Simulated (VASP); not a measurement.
Al2GaP3:

```
Al Ga P
1.0
     3.93282    0.00000    0.00000
    -1.96641    3.40592    0.00000
     0.00000    0.00000    8.05485
Al Ga P
2 1 3
Cartesian
  0.0000 0.0000 6.3245
  0.0000 0.0000 1.7303
  0.0000 0.0000 4.0274
  0.0000 2.2706 0.0000
  1.9664 1.1353 0.0000
  0.0000 0.0000 0.0000
```

The cell was built by a generator and needn't be a form met in nature.

| Quantity | Value |
| --- | --- |
| Program | VASP 6.6.1 |
| Task | relaxation of cell and atoms |
| Functional | PBE |
| Potentials or basis | VASP PAW PBE potentials, release 64 (Al, Ga_d, P) |
| Cutoff | 520 eV |
| k mesh | 4 × 4 × 2 |
| Occupations | gaussian, width 0.15 eV |
| Spin | no spin polarisation |

At the start: pressure 49.5 GPa; volume 17.98 Å³/atom.

Question: Where does the relaxation end?

Answer: Over 17 steps the energy falls by 1556.5 meV/atom and the volume is 25.93 Å³/atom (+44.2 %); space group P6/mmm (No. 191, to 0.05 Å).

Step by step:
| step | energy change (eV) | largest force (eV/Å) | pressure (GPa) | volume (Å³) |
| --- | --- | --- | --- | --- |
| 1 | 0.0000 | 17.7650 | 49.53 | 107.89 |
| 2 | -5.5429 | 2.2062 | -2.09 | 210.93 |
| 3 | -6.5255 | 2.3083 | -1.76 | 204.74 |
| 4 | -6.8327 | 2.3777 | -1.55 | 201.27 |
| 5 | -7.1223 | 2.5938 | -0.93 | 189.64 |
| 6 | -8.2047 | 3.3464 | 3.33 | 146.02 |
| 7 | -7.9833 | 2.7315 | 13.40 | 126.29 |
| 8 | -8.1932 | 3.6438 | 4.91 | 142.47 |
| 9 | -8.2351 | 3.5240 | 6.48 | 138.03 |
| 10 | -8.2234 | 3.6021 | 5.97 | 139.87 |
| 11 | -9.0499 | 1.0849 | -1.18 | 158.41 |
| 12 | -9.0527 | 1.0323 | -1.37 | 159.43 |
| 13 | -9.1849 | 0.8197 | -0.68 | 155.48 |
| 14 | -9.2807 | 0.2487 | 2.11 | 147.74 |
| 15 | -9.2828 | 0.3610 | 1.40 | 149.03 |
| 16 | -9.3303 | 0.2004 | 0.45 | 152.96 |
| 17 | -9.3389 | 0.0761 | -0.08 | 155.58 |

Final structure:
```yaml
crystal:
  lattice:
    - [4.23163, 0.00000, 0.00000]
    - [-2.11581, 3.66470, 0.00000]
    - [0.00000, 0.00000, 10.03269]
  atoms:
    - { symbol: Al, position: [0.00000, 0.00000, 0.75770] }
    - { symbol: Al, position: [0.00000, 0.00000, 0.24230] }
    - { symbol: Ga, position: [0.00000, 0.00000, 0.50000] }
    - { symbol: P, position: [0.33333, 0.66667, 0.00000] }
    - { symbol: P, position: [0.66667, 0.33333, 0.00000] }
    - { symbol: P, position: [0.00000, 0.00000, 0.00000] }
```

Caveat: the k mesh is coarse (spacing up to 0.46 Å⁻¹), so the values aren't converged; the volume moved by over 15 % at a fixed basis, so the end points are rough.
